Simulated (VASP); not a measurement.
Computed with PBE GGA, VASP's PBE PAW potentials (set 64) (plane waves; VASP 6.6.1).

The input files of a VASP run:

**INCAR**
```
SYSTEM = Re
PREC = Accurate; ENCUT = 480; LREAL = .False.
LASPH = .True.
EDIFF = 1E-7; NELM = 100; ALGO = Normal
LMAXMIX = 6
ISMEAR = 1; SIGMA = 0.1
GGA = PE
IBRION = 2; NSW = 40; ISIF = 3
EDIFFG = -0.01; PSTRESS = 50
LWAVE = .False.; LCHARG = .False.
```

POSCAR:
```
Re
1
    1.3802741310    -2.3907048078    -0.0000000000
    1.3802741310     2.3907048078     0.0000000000
    0.0000000000     0.0000000000     4.4665935778
Re
2
Direct
  0.3333330000   0.6666670000   0.2500000000
  0.6666670000   0.3333330000   0.7500000000
```

**KPOINTS**
```
Automatic
0
Gamma
  14 14 8
0 0 0
```

POTCAR, in this order: Re (PBE.64 set). Program: vasp_std.

What VASP printed:

### OSZICAR
```
       N       E                     dE             d eps       ncg     rms          rms(c)
DAV:   1     0.245459151908E+02    0.24546E+02   -0.66838E+03  4890   0.151E+03
DAV:   2    -0.208287118060E+02   -0.45375E+02   -0.39149E+02  4292   0.318E+02
DAV:   3    -0.259906409100E+02   -0.51619E+01   -0.43081E+01  4593   0.203E+02
DAV:   4    -0.262338058500E+02   -0.24316E+00   -0.21818E+00  4861   0.217E+01
DAV:   5    -0.262442995865E+02   -0.10494E-01   -0.94917E-02  4620   0.257E+00    0.427E+01
DAV:   6    -0.252172736526E+02    0.10270E+01   -0.10002E+00  4876   0.313E+01    0.175E+01
DAV:   7    -0.248614962868E+02    0.35578E+00   -0.73108E-01  5076   0.256E+01    0.698E-01
DAV:   8    -0.248480311495E+02    0.13465E-01   -0.11503E-02  5181   0.141E+00    0.230E-01
DAV:   9    -0.248472914186E+02    0.73973E-03   -0.62891E-04  5130   0.280E-01    0.352E-02
DAV:  10    -0.248473089329E+02   -0.17514E-04   -0.54312E-05  4565   0.616E-02    0.491E-03
DAV:  11    -0.248473088909E+02    0.42004E-07   -0.69917E-07  3721   0.205E-02
   1 F= -.23927374E+02 E0= -.23927683E+02  d E =-.239274E+02
```

### OUTCAR
```
------------------------ aborting loop because EDIFF is reached ----------------------------------------
  FORCE on cell =-STRESS in cart. coord.  units (eV):
  Direction    XX          YY          ZZ          XY          YZ          ZX
  --------------------------------------------------------------------------------------
  Total        0.9190543      0.9190542      0.9273319      0.0000000      0.0000000      0.0000000
  in kB       49.9521282     49.9521234     50.4020296      0.0000000      0.0000000      0.0000000
  external PRESSURE =       0.1020937 kB  Pullay stress =      50.0000000 kB
  volume of cell :       29.48
      direct lattice vectors                 reciprocal lattice vectors
     1.380274131 -2.390704808  0.000000000     0.362246882 -0.209143345  0.000000000
     1.380274131  2.390704808  0.000000000     0.362246882  0.209143345  0.000000000
     0.000000000  0.000000000  4.466593578     0.000000000  0.000000000  0.223884260
 POSITION                                       TOTAL-FORCE (eV/Angst)
 -----------------------------------------------------------------------------------
      1.38027      0.79690      1.11665        -0.000000      0.000000      0.000000
      1.38027     -0.79690      3.34995         0.000000     -0.000000      0.000000
 -----------------------------------------------------------------------------------
    total drift:                               -0.000000      0.000008     -0.000016
  FREE ENERGIE OF THE ION-ELECTRON SYSTEM (eV)
  ---------------------------------------------------
  free  energy   TOTEN  =       -24.8473088909 eV

  energy  without entropy=      -24.8482352970  energy(sigma->0) =      -24.84761769
  enthalpy is  TOTEN    =       -23.9273738574 eV   P V=        0.9199350335

 reached required accuracy - stopping structural energy minimisation
```
(Selected blocks of OUTCAR.)

The compound is Re in the hcp structure. It was relaxed first under an external pressure of 5 GPa.
